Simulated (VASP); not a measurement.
```
CELL_PARAMETERS angstrom
      0.00000     1.95067     1.95067
      1.95067     0.00000     1.95067
      1.95067     1.95067     0.00000
ATOMIC_POSITIONS crystal
  Ir 0.00000 0.00000 0.00000
```

Level of theory: PBE GGA, VASP's PBE PAW potentials (set 64) (plane waves; VASP). Run with 300 eV cut-off, 14×14×14 Γ-centred mesh, Gaussian smearing of 0.14 eV, potentials Ir.

At this cut-off the stress carries a Pulay error, which pulls relaxed volumes low. Unless said otherwise, spin-orbit coupling is left out, though it shifts the bands of the heavy elements here.

Problem. Predict the energy per atom (σ→0), pressure, band gap (on the k-mesh) with the smallest direct gap where there is one.

Solution. 
- band gap (on the k-mesh): none (metal, semimetal or under 0.01 eV)
- energy per atom (σ→0): -8.833 eV/atom
- pressure: -8.00 GPa

The absolute energy has meaning only against runs of the same code, potentials and settings.

The structure comes from a computed database's Ir entry; how it stands against other phases isn't given here. The cell was not relaxed at this level.
